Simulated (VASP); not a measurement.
# SiO2 (Cristobalite): NMR shieldings, part 6 of 6

Aim: NMR shielding tensors and field gradients of SiO2 (Cristobalite). The cell has space group P4_12_12. The start is a cell from a database of measured crystal structures.

VASP 6.6.1, plane waves and PAW; the level of theory is named at each step.

So far. Step 2 (Relaxation): At r2SCAN, with these data sets, the largest force is down to 0.0044 eV/Å. Step 3 (Ground state): The cell has a gap of 5.48 eV on this mesh.

The database entry behind the starting cell lists a temperature of 340 K, so it need not match the best structure at ambient conditions.

## 5. Cell stretched (continued)

Level of this step: chemical shifts by linear response (GIPAW), LDA; plane waves and PAW (Si, O) (VASP).

Parts of OUTCAR (step 5):

```text
   ENCUT  =  520.0 eV  38.22 Ry    6.18 a.u.   9.39  9.39 13.12*2*pi/ulx,y,z

   NELECT =      64.0000    total number of electrons

  Total       -8.1633592     -8.1633592     -8.4050070      0.0000000      0.0000000     -0.0000000
  in kB      -72.7683131    -72.7683131    -74.9223652      0.0000000      0.0000000     -0.0000000
  external PRESSURE =     -73.4863305 kB  Pullay stress =       0.0000000 kB

 POSITION                                       TOTAL-FORCE (eV/Angst)
 -----------------------------------------------------------------------------------
      4.04634      1.00122      5.29097        -0.034687      0.034687     -0.000000
      3.52500      3.52500      3.52731         0.034687      0.034687     -0.000000
      1.00122      4.04634      1.76366         0.034687     -0.034687     -0.000000
      1.52256      1.52256      0.00000        -0.034687     -0.034687     -0.000000
      0.54203      1.20514      5.78566        -0.294844      0.046498      0.351097
      1.31864      3.06581      0.49469        -0.046498     -0.294844      0.351097
      4.50553      3.84242      2.25835         0.294844     -0.046498      0.351097
      3.72892      1.98175      4.02201         0.046498      0.294844      0.351097
      3.06581      1.31864      6.55994        -0.294844     -0.046498     -0.351097
      3.84242      4.50553      4.79628        -0.046498      0.294844     -0.351097
      1.98175      3.72892      3.03262         0.294844      0.046498     -0.351097
      1.20514      0.54203      1.26897         0.046498     -0.294844     -0.351097
 -----------------------------------------------------------------------------------
    total drift:                               -0.000000      0.000000      0.000000

 Electric field gradients after diagonalization (V/A^2)
 (convention: |V_zz| > |V_xx| > |V_yy|)
----------------------------------------------------------------------
 ion       V_xx      V_yy      V_zz     asymmetry (V_yy - V_xx)/ V_zz
----------------------------------------------------------------------
   1       4.104     0.348    -4.452       0.844
   2       4.104     0.348    -4.452       0.844
   3       4.104     0.348    -4.452       0.844
   4       4.104     0.348    -4.452       0.844
   5     -53.806   -39.176    92.982       0.157
   6     -53.806   -39.176    92.982       0.157
   7     -53.806   -39.176    92.982       0.157
   8     -53.806   -39.176    92.982       0.157
   9     -53.806   -39.176    92.982       0.157
  10     -53.806   -39.176    92.982       0.157
  11     -53.806   -39.176    92.982       0.157
  12     -53.806   -39.176    92.982       0.157
----------------------------------------------------------------------

  ORBITAL MAGNETIC SUSCEPTIBILITY, excluding core contribution
 -------------------------------------------------------------
  Approximate magnetic susceptibility, pGv (10^-6 cm^3/mole)
     1        -86.273521          0.000000         -0.000000
     2         -0.000000        -86.273521          0.000000
     3          0.000000         -0.000000        -86.363581
 -------------------------------------------------------------
  Approximate magnetic susceptibility, vGv (10^-6 cm^3/mole)
     1        -81.294865          0.000000         -0.000000
     2          0.000000        -81.294865          0.000000
     3         -0.000000          0.000000        -81.248782

  BDIR labels direction of applied magnetic field (i.e. B0)
  For BDIR==1, B0 along x-axis, etc.
  Induced field listed along cartesian directions for each BDIR
 ------------------------------------------------------------------------------------------
                 EXCLUDING G=0 CONTRIBUTION              INCLUDING G=0 CONTRIBUTION
 ------------------------------------------------------------------------------------------
  ion  BDIR            X           Y           Z                X           Y           Z
          (   iso_shield        span        skew ) (   iso_shield        span        skew )
 ------------------------------------------------------------------------------------------
    1     1     419.5619      1.7831     -9.7538         427.0292      1.7831     -9.7538
          2       1.7831    419.5619     -9.7538           1.7831    427.0292     -9.7538
          3      12.4581     12.4581    409.9936          12.4581     12.4581    417.4679
          (     416.3725     11.9784     -0.3522 ) (     423.8421     11.9718     -0.3518 )

    2     1     419.5619     -1.7831     -9.7538         427.0292     -1.7831     -9.7538
          2      -1.7831    419.5619      9.7538          -1.7831    427.0292      9.7538
          3      12.4581    -12.4581    409.9936          12.4581    -12.4581    417.4679
          (     416.3725     11.9784     -0.3522 ) (     423.8421     11.9718     -0.3518 )

    3     1     419.5619      1.7831      9.7538         427.0292      1.7831      9.7538
          2       1.7831    419.5619      9.7538           1.7831    427.0292      9.7538
          3     -12.4581    -12.4581    409.9936         -12.4581    -12.4581    417.4679
          (     416.3725     11.9784     -0.3522 ) (     423.8421     11.9718     -0.3518 )

    4     1     419.5619     -1.7831      9.7538         427.0292     -1.7831      9.7538
          2      -1.7831    419.5619     -9.7538          -1.7831    427.0292     -9.7538
          3     -12.4581     12.4581    409.9936         -12.4581     12.4581    417.4679
          (     416.3725     11.9784     -0.3522 ) (     423.8421     11.9718     -0.3518 )

    5     1     227.2453     12.0172     41.1089         234.7126     12.0172     41.1089
          2      10.8838    163.0334      8.0333          10.8838    170.5007      8.0333
          3      41.3472      8.8665    194.0000          41.3472      8.8665    201.4743
          (     194.7595     96.4001      0.8877 ) (     202.2292     96.4020      0.8876 )

    6     1     163.0334    -10.8838     -8.0333         170.5007    -10.8838     -8.0333
          2     -12.0172    227.2453     41.1089         -12.0172    234.7126     41.1089
          3      -8.8665     41.3472    194.0000          -8.8665     41.3472    201.4743
          (     194.7595     96.4001      0.8877 ) (     202.2292     96.4020      0.8876 )

    7     1     227.2453     12.0172    -41.1089         234.7126     12.0172    -41.1089
          2      10.8838    163.0334     -8.0333          10.8838    170.5007     -8.0333
          3     -41.3472     -8.8665    194.0000         -41.3472     -8.8665    201.4743
          (     194.7595     96.4001      0.8877 ) (     202.2292     96.4020      0.8876 )

    8     1     163.0334    -10.8838      8.0333         170.5007    -10.8838      8.0333
          2     -12.0172    227.2453    -41.1089         -12.0172    234.7126    -41.1089
          3       8.8665    -41.3472    194.0000           8.8665    -41.3472    201.4743
          (     194.7595     96.4001      0.8877 ) (     202.2292     96.4020      0.8876 )

    9     1     227.2453    -12.0172    -41.1089         234.7126    -12.0172    -41.1089
          2     -10.8838    163.0334      8.0333         -10.8838    170.5007      8.0333
          3     -41.3472      8.8665    194.0000         -41.3472      8.8665    201.4743
          (     194.7595     96.4001      0.8877 ) (     202.2292     96.4020      0.8876 )

   10     1     163.0334     10.8838      8.0333         170.5007     10.8838      8.0333
          2      12.0172    227.2453     41.1089          12.0172    234.7126     41.1089
          3       8.8665     41.3472    194.0000           8.8665     41.3472    201.4743
          (     194.7595     96.4001      0.8877 ) (     202.2292     96.4020      0.8876 )

   11     1     227.2453    -12.0172     41.1089         234.7126    -12.0172     41.1089
          2     -10.8838    163.0334     -8.0333         -10.8838    170.5007     -8.0333
          3      41.3472     -8.8665    194.0000          41.3472     -8.8665    201.4743
          (     194.7595     96.4001      0.8877 ) (     202.2292     96.4020      0.8876 )

   12     1     163.0334     10.8838     -8.0333         170.5007     10.8838     -8.0333
          2      12.0172    227.2453    -41.1089          12.0172    234.7126    -41.1089
          3      -8.8665    -41.3472    194.0000          -8.8665    -41.3472    201.4743
          (     194.7595     96.4001      0.8877 ) (     202.2292     96.4020      0.8876 )
 ------------------------------------------------------------------------------------------

[... 6 parts as in an earlier step ...]

[... 5 further parts left out ...]
```

The atoms bear forces, and field gradients depend strongly on their positions.

Numbers from this step:

```yaml
free_energy_toten: -103.5717 eV
fermi_energy: -0.3583 eV
pressure: -7.349 GPa
gap_on_the_k_mesh: 5.255 eV
least_direct_gap_on_the_k_mesh: 5.255 eV
```

Valence and core; the G = 0 term is that of a spherical sample. NMR shielding, by row:

| atom | isotropic shielding (ppm) | span (ppm) | skew | isotropic shielding without the G = 0 term (ppm) |
| --- | --- | --- | --- | --- |
| Si1 | 423.8 | 11.97 | -0.3518 | 416.4 |
| Si2 | 423.8 | 11.97 | -0.3518 | 416.4 |
| Si3 | 423.8 | 11.97 | -0.3518 | 416.4 |
| Si4 | 423.8 | 11.97 | -0.3518 | 416.4 |
| O5 | 202.2 | 96.4 | 0.8876 | 194.8 |
| O6 | 202.2 | 96.4 | 0.8876 | 194.8 |
| O7 | 202.2 | 96.4 | 0.8876 | 194.8 |
| O8 | 202.2 | 96.4 | 0.8876 | 194.8 |
| O9 | 202.2 | 96.4 | 0.8876 | 194.8 |
| O10 | 202.2 | 96.4 | 0.8876 | 194.8 |
| O11 | 202.2 | 96.4 | 0.8876 | 194.8 |
| O12 | 202.2 | 96.4 | 0.8876 | 194.8 |

Ordered as |Vzz| ≥ |Vxx| ≥ |Vyy|, the program's way. Electric field gradients, by row:

| atom | Vxx (V/Å²) | Vyy (V/Å²) | Vzz (V/Å²) | asymmetry |
| --- | --- | --- | --- | --- |
| Si1 | 4.104 | 0.348 | -4.452 | 0.844 |
| Si2 | 4.104 | 0.348 | -4.452 | 0.844 |
| Si3 | 4.104 | 0.348 | -4.452 | 0.844 |
| Si4 | 4.104 | 0.348 | -4.452 | 0.844 |
| O5 | -53.81 | -39.18 | 92.98 | 0.157 |
| O6 | -53.81 | -39.18 | 92.98 | 0.157 |
| O7 | -53.81 | -39.18 | 92.98 | 0.157 |
| O8 | -53.81 | -39.18 | 92.98 | 0.157 |
| O9 | -53.81 | -39.18 | 92.98 | 0.157 |
| O10 | -53.81 | -39.18 | 92.98 | 0.157 |
| O11 | -53.81 | -39.18 | 92.98 | 0.157 |
| O12 | -53.81 | -39.18 | 92.98 | 0.157 |

Against the first shielding run the largest change is -3.8 ppm, on O5.

## 6. Results

| Property | Result |
| --- | --- |
| Si, isotropic shielding | 423.6 ppm |
| O, isotropic shielding | 206.1 ppm |

**Reading.** At LDA, in the first shielding run, the isotropic shieldings are Si 423.6 ppm; O 206.1 ppm. In the first shielding run the widest tensor is that of O5, with a span (largest less smallest principal value) of 91.8 ppm. The largest field gradient of that run is Vzz = 86.1 V/Å² at O5. Shifts were not obtained, since a shift is the shielding of a reference compound, computed alike, less these values. The G = 0 term is the part set by the sample's shape, taken here for a sphere. No finer mesh was run, so convergence in it isn't shown. The cell has space group P4_12_12. The atoms were relaxed with other settings, and carry forces of up to 0.068 eV/Å in the first shielding run, at LDA. Not tabulated here, as repeats of values shown or as unfit to read for their mesh, reference level or band range: gaps (relaxation).

[Lines on the potential files, build, host, timing and source positions are cut from VASP's logs without a mark.]

[Logs are printed without paths, hosts, clocks, repeated set-up lines and the standing remarks that a program may print on its own settings, such as how far it seeks lower states.]

[Hosts, paths, dates, database ids (printed as entryN), source tags and the programs' standing remarks are cut or masked in the printed files.]
